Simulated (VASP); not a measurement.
Output of a VASP run:

OSZICAR:
```
...
DAV:   5    -0.129738200469E+02    0.47533E-05   -0.15042E-05  1353   0.373E-02    0.801E-03
DAV:   6    -0.129738203416E+02   -0.29468E-06   -0.24852E-06   862   0.166E-02
  15 F= -.12973820E+02 E0= -.12973743E+02  d E =-.824627E-03
       N       E                     dE             d eps       ncg     rms          rms(c)
DAV:   1    -0.129876744979E+02   -0.13854E-01   -0.69754E-01  1051   0.878E+00    0.643E-01
DAV:   2    -0.129781184826E+02    0.95560E-02   -0.42138E-02  1178   0.256E+00    0.338E-01
DAV:   3    -0.129744561073E+02    0.36624E-02   -0.85109E-03  1168   0.134E+00    0.993E-02
DAV:   4    -0.129742875115E+02    0.16860E-03   -0.74140E-04  1344   0.264E-01    0.443E-02
DAV:   5    -0.129742657452E+02    0.21766E-04   -0.58698E-05  1377   0.747E-02    0.167E-02
DAV:   6    -0.129742654304E+02    0.31479E-06   -0.10109E-05  1155   0.338E-02    0.378E-03
DAV:   7    -0.129742655493E+02   -0.11886E-06   -0.85193E-07   549   0.819E-03
  16 F= -.12974266E+02 E0= -.12974177E+02  d E =-.126983E-02
       N       E                     dE             d eps       ncg     rms          rms(c)
DAV:   1    -0.129760485968E+02   -0.17832E-02   -0.91495E-02  1052   0.321E+00    0.233E-01
DAV:   2    -0.129747987380E+02    0.12499E-02   -0.55124E-03  1195   0.953E-01    0.123E-01
DAV:   3    -0.129743167685E+02    0.48197E-03   -0.11081E-03  1169   0.495E-01    0.360E-02
DAV:   4    -0.129742962177E+02    0.20551E-04   -0.10384E-04  1377   0.941E-02    0.158E-02
DAV:   5    -0.129742938908E+02    0.23269E-05   -0.76822E-06  1270   0.275E-02    0.568E-03
DAV:   6    -0.129742941367E+02   -0.24590E-06   -0.12061E-06   535   0.120E-02
  17 F= -.12974294E+02 E0= -.12974200E+02  d E =-.129842E-02
       N       E                     dE             d eps       ncg     rms          rms(c)
DAV:   1    -0.129743227581E+02   -0.28867E-04   -0.14650E-03  1051   0.410E-01    0.297E-02
DAV:   2    -0.129743034064E+02    0.19352E-04   -0.87677E-05  1191   0.122E-01    0.157E-02
DAV:   3    -0.129742955888E+02    0.78177E-05   -0.17678E-05  1153   0.629E-02    0.451E-03
DAV:   4    -0.129742948847E+02    0.70407E-06   -0.12719E-06   498   0.118E-02
  18 F= -.12974295E+02 E0= -.12974202E+02  d E =-.129917E-02
       N       E                     dE             d eps       ncg     rms          rms(c)
DAV:   1    -0.129743495436E+02   -0.53955E-04   -0.49089E-03   952   0.426E-01    0.326E-02
DAV:   2    -0.129743512773E+02   -0.17337E-05   -0.24533E-04  1072   0.143E-01    0.159E-02
DAV:   3    -0.129743449292E+02    0.63481E-05   -0.13932E-05  1190   0.444E-02    0.808E-03
DAV:   4    -0.129743436137E+02    0.13154E-05   -0.31299E-06  1029   0.223E-02    0.239E-03
DAV:   5    -0.129743435583E+02    0.55441E-07   -0.54472E-07   489   0.700E-03
  19 F= -.12974344E+02 E0= -.12974253E+02  d E =-.486736E-04
       N       E                     dE             d eps       ncg     rms          rms(c)
DAV:   1    -0.129744225745E+02   -0.78961E-04   -0.24601E-02   952   0.954E-01    0.731E-02
DAV:   2    -0.129744302567E+02   -0.76823E-05   -0.12352E-03  1076   0.319E-01    0.354E-02
DAV:   3    -0.129743977340E+02    0.32523E-04   -0.68455E-05  1183   0.986E-02    0.180E-02
DAV:   4    -0.129743912721E+02    0.64619E-05   -0.16562E-05  1365   0.501E-02    0.527E-03
DAV:   5    -0.129743910292E+02    0.24288E-06   -0.22711E-06   736   0.135E-02
  20 F= -.12974391E+02 E0= -.12974306E+02  d E =-.961445E-04
```

OUTCAR:
```
------------------------ aborting loop because EDIFF is reached ----------------------------------------
  FORCE on cell =-STRESS in cart. coord.  units (eV):
  Direction    XX          YY          ZZ          XY          YZ          ZX
  --------------------------------------------------------------------------------------
  Total        0.0177674      0.0177674     -0.0094250      0.0000000      0.0000000      0.0000000
  in kB        0.3697424      0.3697424     -0.1961357      0.0000000      0.0000000      0.0000000
  external PRESSURE =       0.1811164 kB  Pullay stress =       0.0000000 kB
  volume of cell :       76.99
      direct lattice vectors                 reciprocal lattice vectors
     1.909136724 -3.306722017 -0.000000000     0.261898477 -0.151207146 -0.000000000
     1.909136724  3.306722017  0.000000000     0.261898477  0.151207146 -0.000000000
     0.000000000  0.000000000  6.097745703    -0.000000000 -0.000000000  0.163995032
 POSITION                                       TOTAL-FORCE (eV/Angst)
 -----------------------------------------------------------------------------------
      0.00000     -0.00000      0.00000        -0.000000     -0.000000      0.000000
      1.90914      1.10224      1.58774        -0.000000     -0.000000     -0.003534
      1.90914     -1.10224      4.51000         0.000000      0.000000      0.003534
 -----------------------------------------------------------------------------------
    total drift:                               -0.000000     -0.000000      0.000000
  FREE ENERGIE OF THE ION-ELECTRON SYSTEM (eV)
  ---------------------------------------------------
  free  energy   TOTEN  =       -12.9743910292 eV

  energy  without entropy=      -12.9742215166  energy(sigma->0) =      -12.97430627

 reached required accuracy - stopping structural energy minimisation
```
(Selected blocks of OUTCAR.)

POSCAR:
```
SnSe2
1
    1.9050000000    -3.2995570000     0.0000000000
    1.9050000000     3.2995570000     0.0000000000
    0.0000000000     0.0000000000     6.1400000000
Sn Se
1 2
Direct
  0.0000000000   0.0000000000   0.0000000000
  0.3333330000   0.6666670000   0.2500000000
  0.6666670000   0.3333330000   0.7500000000
```

Write an INCAR and KPOINTS that could have produced this output.

One answer among several that fit: the input of the run itself, PBEsol GGA, plane waves, VASP's PBE PAW potentials (set 64).

KPOINTS:
```
Automatic
0
gamma
 7 7 4
```

INCAR:
```
ALGO=Normal
EDIFF=1E-6
EDIFFG=-0.01
ENCUT=300
GGA=PS
IBRION=2
ISIF=3
ISMEAR=-1
LASPH=.TRUE.
LCHARG=.FALSE.
LMAXMIX=4
LREAL=.FALSE.
LWAVE=.FALSE.
NELM=100
NSW=50
PREC=Accurate
SIGMA=0.05
SYSTEM=SnSe2
```

POTCAR, in this order: Sn_d Se (PBE.64 set). Program: vasp_std.

At this cut-off the stress carries a Pulay error, which pulls relaxed volumes low.

The structure is a typed SnSe2 crystal. This run relaxes it. Symmetry was kept, so distortions that lower it aren't found. The run is one of a series of settings (EDIFFG = -0.01, IBRION = 2, ISIF = 3, NSW = 50 against the base run), some of them coarse on purpose.
